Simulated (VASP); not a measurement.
Consider the following.

```
CELL_PARAMETERS angstrom
     -1.91974     1.91974     1.91974
      1.91974    -1.91974     1.91974
      1.91974     1.91974    -1.91974
ATOMIC_POSITIONS crystal
  Te 0.00000 0.00000 0.00000
```

All values below come from r2SCAN meta-GGA, VASP's PBE PAW potentials (set 64) (plane waves; VASP 6.6.1). Numerical set-up: 400 eV cut-off, 9×9×9 Γ-centred mesh, Gaussian smearing of 0.050 eV, potentials Te.

Question: The ions, cell shape and volume are relaxed. Predict the relaxed structure.

Answer: 
```
CELL_PARAMETERS angstrom
     -1.93219     1.93219     1.93219
      1.93219    -1.93219     1.93219
      1.93219     1.93219    -1.93219
ATOMIC_POSITIONS crystal
  Te 0.00000 0.00000 0.00000
```
Space group Im-3m (229), at a tolerance of 0.03 Å.

Question: How do energy and volume change from the first to the last step?

Answer: The energy (σ→0) changes by -2.1 meV/atom and the volume by +2.0 %, in 3 ionic steps.

The structure was generated: Te was put into the bcc type (Im-3m), which need not be its known phase. This run relaxes it. Symmetry was kept, so distortions that lower it aren't found.
